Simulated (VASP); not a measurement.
Given:

```xyz
6
Lattice="4.4106 0.0000 0.0000 0.0000 4.4106 0.0000 0.0000 0.0000 2.8621" Properties=species:S:1:pos:R:3 pbc="T T T"
Mn     0.0000     0.0000     0.0000
Mn     2.2053     2.2053     1.4311
O      1.3389     1.3389     0.0000
O      3.5442     0.8664     1.4311
O      0.8664     3.5442     1.4311
O      3.0717     3.0717     0.0000
```
Starting moments (μB, in the order of the record's atoms Mn Mn O O O O): 2.4 -2.4 -0.1 0.1 0.1 -0.1.

Computed with optB88-vdW, VASP's PBE PAW potentials (set 64) (plane waves; VASP). Run with 520 eV cut-off, 8×8×12 Γ-centred mesh, tetrahedra with Blöchl corrections, potentials Mn_pv O.

The cores are frozen, which limits the accuracy of field gradients.

Question: Give the principal components of the electric field gradient (V/Å²) and the asymmetry η at each nucleus.

Answer: 
| atom | Vxx | Vyy | Vzz | η |
|---|---|---|---|---|
| Mn1 | -5.3 | -3.7 | 9.0 | 0.19 |
| Mn2 | -5.3 | -3.7 | 9.0 | 0.19 |
| O3 | 61.3 | 26.6 | -87.8 | 0.40 |
| O4 | 61.3 | 26.6 | -87.8 | 0.40 |
| O5 | 61.3 | 26.6 | -87.8 | 0.40 |
| O6 | 61.3 | 26.6 | -87.8 | 0.40 |

The compound is MnO2 in the rutile structure. It was relaxed first.
